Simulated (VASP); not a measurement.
A convergence study with VASP on FePt (space group P4/mmm): one setting is varied, all else stays as given below, so the limit is that of these other settings.

```
FePt
1.0
    2.73360     0.00000     0.00000
    0.00000     2.73360     0.00000
    0.00000     0.00000     3.72855
Fe Pt
1 1
Direct
  0.00000   0.00000   0.00000
  0.50000   0.50000   0.50000
```
Starting moments (μB, in the order of the record's atoms Fe Pt): 3.0 0.0.

These are PBE GGA, VASP's PBE PAW potentials (set 64) (plane waves; VASP 6.6.1) values and carry that method's errors. The tightest run used: 300 eV cut-off, 11×11×9 Γ-centred mesh, Gaussian smearing of 0.10 eV, potentials Fe Pt.

| setting | highest Γ mode (cm⁻¹) | irreducible k-points |
|---|---|---|
| 3×3×3 mesh | 228.7 | 6 |
| 4×4×3 mesh | 243.5 | 12 |
| 5×5×4 mesh | 230.1 | 18 |

Question: These are the cheaper rows. Estimate the results at 11×11×9 mesh, and how far the last row shown lies from them.

Answer: 
```
quantity               tightest run  last row shown is off by
---------------------  ------------  ------------------------
highest Γ mode (cm⁻¹)         229.7                       0.3
```

Left out are rungs that failed or repeat a setting and relaxations that didn't move; long series are thinned to 24 rows.

The structure is a typed FePt crystal (space group no. 123). The cell was not relaxed at this level. The spin order is the one that the start imposed; others were not tried in this run.
